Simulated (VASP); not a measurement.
All values below come from vdW-DF2, VASP's PBE PAW potentials (set 64) (plane waves; VASP).

VASP input:

POSCAR:
```
Be
1
    1.1302849213    -1.9577107428     0.0000000000
    1.1302849213     1.9577107428     0.0000000000
    0.0000000000     0.0000000000     3.5402794016
Be
2
Direct
  0.3333330000   0.6666670000   0.2500000000
  0.6666670000   0.3333330000   0.7500000000
```

**KPOINTS**
```
Automatic mesh
0
Gamma
21 21 12
0 0 0
```

INCAR:
```
AGGAC  =  0.0
ALGO  =  Normal
EDIFF  =  1E-7
ENCUT  =  520
GGA  =  ML
ISIF  =  2
ISMEAR  =  -5
LASPH  =  .True.
LCHARG  =  .True.
LORBIT  =  11
LREAL  =  .False.
LUSE_VDW  =  .True.
LWAVE  =  .False.
NEDOS  =  601
NELM  =  100
PREC  =  Accurate
SYSTEM  =  Be
ZAB_VDW  =  -1.8867
```

POTCAR, in this order: Be (PBE.64 set). Program: vasp_std.

What VASP printed:

**OSZICAR**
```
       N       E                     dE             d eps       ncg     rms          rms(c)
DAV:   1    -0.649170487143E+00   -0.64917E+00   -0.17819E+03  4056   0.546E+02
DAV:   2    -0.585999164212E+01   -0.52108E+01   -0.51598E+01  6186   0.643E+01
DAV:   3    -0.589642524817E+01   -0.36434E-01   -0.35774E-01  5250   0.490E+00
DAV:   4    -0.589648064299E+01   -0.55395E-04   -0.52458E-04  5928   0.161E-01
DAV:   5    -0.589648074152E+01   -0.98530E-07   -0.88151E-07  5196   0.262E-03    0.117E+00
DAV:   6    -0.581064370823E+01    0.85837E-01   -0.13339E-02  4554   0.119E+00    0.714E-01
DAV:   7    -0.577881433149E+01    0.31829E-01   -0.12949E-02  5238   0.131E+00    0.530E-02
DAV:   8    -0.577884403529E+01   -0.29704E-04   -0.41663E-05  5640   0.102E-01    0.231E-02
DAV:   9    -0.577880155352E+01    0.42482E-04   -0.32089E-05  4476   0.909E-02    0.308E-03
DAV:  10    -0.577879814238E+01    0.34111E-05   -0.97922E-07  5232   0.164E-02    0.534E-04
DAV:  11    -0.577879773304E+01    0.40933E-06   -0.49572E-08  3876   0.353E-03    0.541E-05
DAV:  12    -0.577879775381E+01   -0.20768E-07   -0.17695E-09  2712   0.555E-04
   1 F= -.57787978E+01 E0= -.57787978E+01  d E =0.000000E+00
```

File OUTCAR:
```
------------------------ aborting loop because EDIFF is reached ----------------------------------------
  FORCE on cell =-STRESS in cart. coord.  units (eV):
  Direction    XX          YY          ZZ          XY          YZ          ZX
  --------------------------------------------------------------------------------------
  Total       -0.0635076     -0.0635076      0.1486770      0.0000000     -0.0000000      0.0000000
  in kB       -6.4943002     -6.4942991     15.2037366      0.0000000     -0.0000000      0.0000000
  external PRESSURE =       0.7383791 kB  Pullay stress =       0.0000000 kB
  volume of cell :       15.67
      direct lattice vectors                 reciprocal lattice vectors
     1.130284921 -1.957710743  0.000000000     0.442366337 -0.255400345  0.000000000
     1.130284921  1.957710743  0.000000000     0.442366337  0.255400345  0.000000000
     0.000000000  0.000000000  3.540279402     0.000000000  0.000000000  0.282463582
 POSITION                                       TOTAL-FORCE (eV/Angst)
 -----------------------------------------------------------------------------------
      1.13028      0.65257      0.88507         0.000000      0.000000      0.000000
      1.13028     -0.65257      2.65521        -0.000000     -0.000000      0.000000
 -----------------------------------------------------------------------------------
    total drift:                                0.000000     -0.000003      0.000005
  FREE ENERGIE OF THE ION-ELECTRON SYSTEM (eV)
  ---------------------------------------------------
  free  energy   TOTEN  =        -5.7787977538 eV

  energy  without entropy=       -5.7787977538  energy(sigma->0) =       -5.77879775

 total charge

# of ion       s       p       d       tot
------------------------------------------
    1        0.404   0.754   0.000   1.158
    2        0.404   0.754   0.000   1.158
--------------------------------------------------
tot          0.808   1.507   0.000   2.316
```
(Selected blocks of OUTCAR.)

**OUTCAR**
```
 val. band max:        7.0549547053   @ k =   0.2857   0.2857   0.0000

 cond. band min:       6.9389775223   @ k =   0.3333   0.2857   0.2500


 Fermi energy:         7.0176736993

 k-point     1 :       0.0000    0.0000    0.0000
  band No.  band energies     occupation
      1      -4.2934      2.00000
      2       2.6114      2.00000
      3       8.3166      0.00000
      4      22.7146      0.00000
      5      22.7146      0.00000
      6      25.6095      0.00000

 k-point     2 :       0.0476    0.0000    0.0000
  band No.  band energies     occupation
      1      -4.2286      2.00000
      2       2.6967      2.00000
      3       8.3333      0.00000
      4      22.2001      0.00000
      5      22.3120      0.00000
      6      25.6177      0.00000

 k-point     3 :       0.0952    0.0000    0.0000
  band No.  band energies     occupation
      1      -4.0343      2.00000
      2       2.9526      2.00000
      3       8.3798      0.00000
      4      20.8701      0.00000
      5      21.4343      0.00000
      6      25.5987      0.00000

 k-point     4 :       0.1429    0.0000    0.0000
  band No.  band energies     occupation
      1      -3.7102      2.00000
      2       3.3783      2.00000
      3       8.4439      0.00000
      4      19.1162      0.00000
      5      20.4394      0.00000
      6      25.4650      0.00000

 k-point     5 :       0.1905    0.0000    0.0000
  band No.  band energies     occupation
      1      -3.2561      2.00000
      2       3.9726      2.00000
      3       8.4935      0.00000
      4      17.2578      0.00000
      5      19.4735      0.00000
      6      24.9998      0.00000

 k-point     6 :       0.2381    0.0000    0.0000
  band No.  band energies     occupation
      1      -2.6724      2.00000
      2       4.7333      2.00000
      3       8.4539      0.00000
      4      15.5385      0.00000
      5      18.5985      0.00000
      6      23.3293      0.00000
...
```

For a metal the tetrahedron method with Blöchl corrections gives inexact stress and forces.

The compound is Be in the hcp structure. It was relaxed first.
